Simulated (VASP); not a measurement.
An input for Ansatz (written as the equivalent of a VASP run, and not itself run):

Ansatz 0.2 input:
```yaml
crystal:
  lattice:
    - [2.4600000, 0.0000000, 0.0000000]
    - [-1.2300000, 2.1304220, 0.0000000]
    - [0.0000000, 0.0000000, 6.7100000]
  atoms:
    - { symbol: C, position: [0.0000000, 0.0000000, 0.7500000] }
    - { symbol: C, position: [0.0000000, 0.0000000, 0.2500000] }
    - { symbol: C, position: [0.6666670, 0.3333330, 0.7500000] }
    - { symbol: C, position: [0.3333330, 0.6666670, 0.2500000] }
kpoints:
  mp_grid: { grid: [15, 15, 5] }
hamiltonian:
  xc: r2scan
  pseudopotentials: { kind: paw }
scf:
  occupations: { method: methfessel_paxton, width: 0.1 }
  max_iter: 100
relax:
  max_steps: 60
  f_tol: 0.01
  cell: {}
output: { forces: true, stress: true, eigenvalues: true }
```

Task: Translate this input to VASP (INCAR, KPOINTS, POSCAR, choice of POTCAR).

Result: This is not unique; one that fits is 
### INCAR
```
ALGO  =  Normal
EDIFF  =  1E-6
EDIFFG  =  -0.01
ENCUT  =  580
IBRION  =  2
ISIF  =  3
ISMEAR  =  1
LASPH  =  .True.
LCHARG  =  .False.
LMIXTAU  =  .True.
LREAL  =  .False.
LWAVE  =  .False.
METAGGA  =  R2SCAN
NELM  =  100
NSW  =  60
PREC  =  Accurate
SIGMA  =  0.1
SYSTEM  =  C
```

**POSCAR**
```
C
1
    2.4600000000     0.0000000000     0.0000000000
   -1.2300000000     2.1304220000     0.0000000000
    0.0000000000     0.0000000000     6.7100000000
C
4
Direct
  0.0000000000   0.0000000000   0.7500000000
  0.0000000000   0.0000000000   0.2500000000
  0.6666670000   0.3333330000   0.7500000000
  0.3333330000   0.6666670000   0.2500000000
```

### KPOINTS
```
Automatic
0
Gamma
 15 15 5
```

POTCAR, in this order: C (PBE.64 set). Program: vasp_std.

Limits of the translation: each code has its own PAW files, so the cut-off isn't converted (ENCUT is set for VASP's; basis.ecutwfc is left out, and Ansatz then takes the one that its files recommend); Ansatz stops its SCF on the density residual and VASP on the energy change (EDIFF).

The compound is C in the graphite structure. This run relaxes it. Symmetry was kept, so distortions that lower it aren't found.
